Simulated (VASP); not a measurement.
# Li4P (I4/m) in VASP: further runs, part 2 of 2

VASP 6.6.1.

## Step 3: Electric field gradients, r2SCAN+rVV10

INCAR reads:

```
SYSTEM = Li4P
PREC = Accurate
ENCUT = 520
EDIFF = 1E-8
ISMEAR = 2
SIGMA = 0.005
LREAL = .FALSE.
LASPH = .TRUE.
NELM = 100
ALGO = Normal
ISIF = 2
LWAVE = .FALSE.
LCHARG = .FALSE.
METAGGA = R2SCAN
LMIXTAU = .TRUE.
LUSE_VDW = .TRUE.
IVDW_NL = 2
BPARAM = 11.95
CPARAM = 0.0093
LEFG = .TRUE.
NBANDS = 19
```

Li4P.cif reads:

```cif
data_Li4P
_cell_length_a 5.68320224
_cell_length_b 5.68320224
_cell_length_c 3.55142942
_cell_angle_alpha 90.00000000
_cell_angle_beta 90.00000000
_cell_angle_gamma 90.00000000
_space_group_name_H-M_alt 'I4/m'
_space_group_name_Hall '-I 4'
_space_group_IT_number 87
loop_
_space_group_symop_operation_xyz
'x,y,z'
'-x,-y,-z'
'-y,x,z'
'y,-x,-z'
'-x,-y,z'
'x,y,-z'
'y,-x,z'
'-y,x,-z'
'x+1/2,y+1/2,z+1/2'
'-x+1/2,-y+1/2,-z+1/2'
'-y+1/2,x+1/2,z+1/2'
'y+1/2,-x+1/2,-z+1/2'
'-x+1/2,-y+1/2,z+1/2'
'x+1/2,y+1/2,-z+1/2'
'y+1/2,-x+1/2,z+1/2'
'-y+1/2,x+1/2,-z+1/2'
loop_
_atom_site_label
_atom_site_type_symbol
_atom_site_symmetry_multiplicity
_atom_site_Wyckoff_symbol
_atom_site_fract_x
_atom_site_fract_y
_atom_site_fract_z
_atom_site_occupancy
Li1 Li 8 h 0.8028434650 0.4018087850 0.0000000000 1
P1 P 2 a 0.0000000000 0.0000000000 0.0000000000 1
```

KPOINTS reads:

```
Automatic mesh
0
G
  5 5 8
  0 0 0
```

POSCAR reads:

```
Li P 
 1.0000000000000000
     5.6832022400000000    0.0000000000000000    0.0000000000000000
     0.0000000000000000    5.6832022400000000    0.0000000000000000
     0.0000000000000000    0.0000000000000000    3.5514294199999998
 Li  P  
   8   2
Cartesian
  4.5627217786573615  2.2835605869636786  0.0000000000000000
  1.1204804613426382  3.3996416530363214  0.0000000000000000
  3.3996416530363214  4.5627217786573615  0.0000000000000000
  2.2835605869636786  1.1204804613426382  0.0000000000000000
  1.7211206586573617  5.1251617069636790  1.7757147099999999
  3.9620815813426380  0.5580405330363213  1.7757147099999999
  0.5580405330363213  1.7211206586573617  1.7757147099999999
  5.1251617069636790  3.9620815813426380  1.7757147099999999
  0.0000000000000000  0.0000000000000000  0.0000000000000000
  2.8416011200000000  2.8416011200000000  1.7757147099999999
```

Potentials or basis: VASP PAW PBE potentials, release 64 (Li_sv, P).

The run is started by

```sh
ase convert -i cif -o vasp Li4P.cif POSCAR
cat potpaw_PBE.64/Li_sv/POTCAR potpaw_PBE.64/P/POTCAR > POTCAR
mpirun -np 1 vasp_std > vasp.out
```

OUTCAR:

```text
SYSTEM = Li4P
   PREC = Accurate
   ENCUT = 520
   EDIFF = 1E-8
   ISMEAR = 2
   LREAL = .FALSE.
   LASPH = .TRUE.
   NELM = 100
   ISIF = 2
   METAGGA = R2SCAN
   IVDW_NL = 2
   BPARAM = 11.95

 ion  position               nearest neighbor table
   1  0.803  0.402  0.000-   2 2.50   7 2.51   8 2.51   7 2.51   8 2.51  10 2.54  10 2.54   9 2.54
                             6 2.55   6 2.55   4 2.56   3 2.56
   2  0.197  0.598  0.000-   1 2.50   7 2.51   8 2.51   7 2.51   8 2.51  10 2.54  10 2.54   9 2.54
                             5 2.55   5 2.55   4 2.56   3 2.56
   3  0.598  0.803  0.000-   4 2.50   5 2.51   6 2.51   5 2.51   6 2.51  10 2.54  10 2.54   9 2.54
                             8 2.55   8 2.55   1 2.56   2 2.56
   4  0.402  0.197  0.000-   3 2.50   5 2.51   6 2.51   5 2.51   6 2.51  10 2.54  10 2.54   9 2.54
                             7 2.55   7 2.55   1 2.56   2 2.56
   5  0.303  0.902  0.500-   6 2.50   4 2.51   3 2.51   3 2.51   4 2.51   9 2.54   9 2.54  10 2.54
                             2 2.55   2 2.55   7 2.56   8 2.56
   6  0.697  0.098  0.500-   5 2.50   4 2.51   3 2.51   3 2.51   4 2.51   9 2.54   9 2.54  10 2.54
                             1 2.55   1 2.55   7 2.56   8 2.56
   7  0.098  0.303  0.500-   8 2.50   2 2.51   1 2.51   1 2.51   2 2.51   9 2.54   9 2.54  10 2.54
                             4 2.55   4 2.55   6 2.56   5 2.56
   8  0.902  0.697  0.500-   7 2.50   2 2.51   1 2.51   1 2.51   2 2.51   9 2.54   9 2.54  10 2.54
                             3 2.55   3 2.55   6 2.56   5 2.56
   9  0.000  0.000  0.000-   5 2.54   6 2.54   7 2.54   8 2.54   5 2.54   6 2.54   7 2.54   8 2.54
[... 804 lines left out ...]
   4       0.525    -0.577     0.052    -0.544     0.000    -0.000
   5      -0.577     0.525     0.052     0.544     0.000     0.000
   6      -0.577     0.525     0.052     0.544    -0.000     0.000
   7       0.525    -0.577     0.052    -0.544     0.000     0.000
   8       0.525    -0.577     0.052    -0.544    -0.000     0.000
   9      33.077    33.077   -66.154    -0.000     0.000    -0.000
  10      33.077    33.077   -66.154    -0.000    -0.000    -0.000
---------------------------------------------------------------------

 Electric field gradients after diagonalization (V/A^2)
 (convention: |V_zz| > |V_xx| > |V_yy|)
----------------------------------------------------------------------
 ion       V_xx      V_yy      V_zz     asymmetry (V_yy - V_xx)/ V_zz
----------------------------------------------------------------------
   1       0.748     0.052    -0.800       0.871
   2       0.748     0.052    -0.800       0.871
   3       0.748     0.052    -0.800       0.871
   4       0.748     0.052    -0.800       0.871
   5       0.748     0.052    -0.800       0.871
   6       0.748     0.052    -0.800       0.871
   7       0.748     0.052    -0.800       0.871
   8       0.748     0.052    -0.800       0.871
   9      33.077    33.077   -66.154       0.000
  10      33.077    33.077   -66.154       0.000
----------------------------------------------------------------------

           NMR quadrupolar parameters

 Cq : quadrupolar parameter    Cq=e*Q*V_zz/h
 eta: asymmetry parameters     (V_yy - V_xx)/ V_zz
 Q  : nuclear electric quadrupole moment in mb (millibarn)
----------------------------------------------------------------------
 ion       Cq(MHz)       eta       Q (mb)
----------------------------------------------------------------------
   1      -0.002       0.871       1.000
   2      -0.002       0.871       1.000
   3      -0.002       0.871       1.000
   4      -0.002       0.871       1.000
   5      -0.002       0.871       1.000
   6      -0.002       0.871       1.000
   7      -0.002       0.871       1.000
   8      -0.002       0.871       1.000
   9      -0.160       0.000       1.000
  10      -0.160       0.000       1.000
----------------------------------------------------------------------
```

OSZICAR:

```text
N       E                     dE             d eps       ncg     rms          rms(c)
DAV:   1     0.209225825830E+03    0.20923E+03   -0.16464E+04  1330   0.199E+03
DAV:   2     0.247480225787E+01   -0.20675E+03   -0.20099E+03  1429   0.469E+02
DAV:   3    -0.381614133687E+02   -0.40636E+02   -0.40192E+02  2388   0.108E+02
DAV:   4    -0.435963082823E+02   -0.54349E+01   -0.53860E+01  1887   0.580E+01
[... 36 lines left out ...]
DAV:  41    -0.394615517537E+02    0.26477E-05   -0.29649E-08  1105   0.183E-03    0.970E-04
DAV:  42    -0.394615494321E+02    0.23217E-05   -0.36779E-08  1120   0.170E-03    0.438E-04
DAV:  43    -0.394615489140E+02    0.51809E-06   -0.71559E-09   746   0.105E-03    0.260E-04
DAV:  44    -0.394615482591E+02    0.65487E-06   -0.14907E-08   756   0.818E-04    0.742E-05
DAV:  45    -0.394615482522E+02    0.68567E-08   -0.68701E-09   737   0.614E-04
   1 F= -.39461548E+02 E0= -.39461541E+02  d E =-.302222E-04
```

Run time: 9.6 min. Hardware: 1 thread of Intel Xeon Platinum 8488C (Sapphire Rapids), shared host; peak memory 0.43 GiB.

Results:

```yaml
Free_energy: -39.4615 eV
Largest_force: 1.018 eV/Å
Band_gap_on_the_k_mesh: none (metal or under the smearing width)
```

Forces on the atoms (eV/Å):
```
Li  -0.924 -0.428  0.000
Li   0.924  0.428  0.000
Li   0.428 -0.924  0.000
Li  -0.428  0.924  0.000
Li  -0.924 -0.428  0.000
Li   0.924  0.428  0.000
Li   0.428 -0.924  0.000
Li  -0.428  0.924  0.000
P    0.000  0.000  0.000
P    0.000  0.000  0.000
```

Levels at points of the mesh, in eV from the Fermi level:
```tsv
k point	band 14	band 15	band 16	band 17	band 18	band 19
(0.00, 0.00, 0.00)	-2.76	-2.14	-1.58	-0.94	-0.14	0.81
(0.00, 0.00, 0.50)	-3.38	-3.38	-3.38	-0.60	-0.60	1.28
```

Electric field gradients, principal values (V/Å²):
```tsv
atom	Vxx	Vyy	Vzz
1 Li	0.052	0.748	-0.800
2 Li	0.052	0.748	-0.800
3 Li	0.052	0.748	-0.800
4 Li	0.052	0.748	-0.800
5 Li	0.052	0.748	-0.800
6 Li	0.052	0.748	-0.800
7 Li	0.052	0.748	-0.800
8 Li	0.052	0.748	-0.800
9 P	33.077	33.077	-66.154
10 P	33.077	33.077	-66.154
```

Caveat: the PAW data sets were made with another functional, which shifts forces and pressure a little.

## Step 4: The reference run

An earlier run on the cell as given: functional PBE; potentials or basis VASP PAW PBE potentials, release 64 (Li_sv, P); cutoff 520 eV; k mesh 9 × 9 × 9; occupations fermi-dirac, width 0.05 eV; no spin polarisation.

* Largest force: 0.892 eV/Å
* Band gap on the k mesh: none (metal or under the smearing width)

## Step 5: The runs side by side

| task | level | potentials or basis | cell | k mesh | cutoff (eV) | smearing | other keys | gap on the mesh (eV) | largest force (eV/Å) |
| --- | --- | --- | --- | --- | --- | --- | --- | --- | --- |
| optical spectrum | PBEsol | VASP PAW PBE potentials, release 64 (Li, P) | volume scaled by 0.8 | 5 × 5 × 8 | 500 | gaussian 0.01 eV | LASPH = no | none | 0.88 |
| electric field gradients | r2SCAN+rVV10 | VASP PAW PBE potentials, release 64 (Li_sv, P) | as given | 5 × 5 × 8 | 520 | methfessel-paxton 2 0.005 eV | ISMEAR = 2; SIGMA = 0.005; NBANDS = 19 | none | 1.02 |
| single point | PBE | VASP PAW PBE potentials, release 64 (Li_sv, P) | as given | 9 × 9 × 9 | 520 | fermi-dirac 0.05 eV | - | none | 0.89 |

Alike in all rows: no spin polarisation.

Caveats: the PAW data sets were made with another functional, which shifts forces and pressure a little (some runs); spectra need much finer meshes, so this one isn't converged (some runs); independent-particle spectra lack excitons (some runs); the intraband (Drude) part of a metal's response may be missing (some runs).

Absolute energies hang on the potentials; compare differences alone.
